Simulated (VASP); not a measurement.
Here is the system:

```
ZnSe
1.0
    0.00000     2.58907     2.58907
    2.58907     0.00000     2.58907
    2.58907     2.58907     0.00000
Zn Se
1 1
Direct
  0.00000   0.00000   0.00000
  0.25000   0.25000   0.25000
```

These are PBEsol GGA, VASP's PBE PAW potentials (set 64) (plane waves; VASP) values and carry that method's errors. Settings: 500 eV cut-off, 9×9×9 Γ-centred mesh, Gaussian smearing of 0.050 eV, potentials Zn Se.

Task: Estimate the energy per atom (σ→0), pressure.

Result: 
energy per atom (σ→0): -3.012 eV/atom
pressure: 29.91 GPa

Only differences to runs with the same potentials and settings are physical.

The structure was generated: ZnSe was put into the zinc blende type (F-43m), which need not be its known phase. It was relaxed first under an external pressure of 30 GPa.
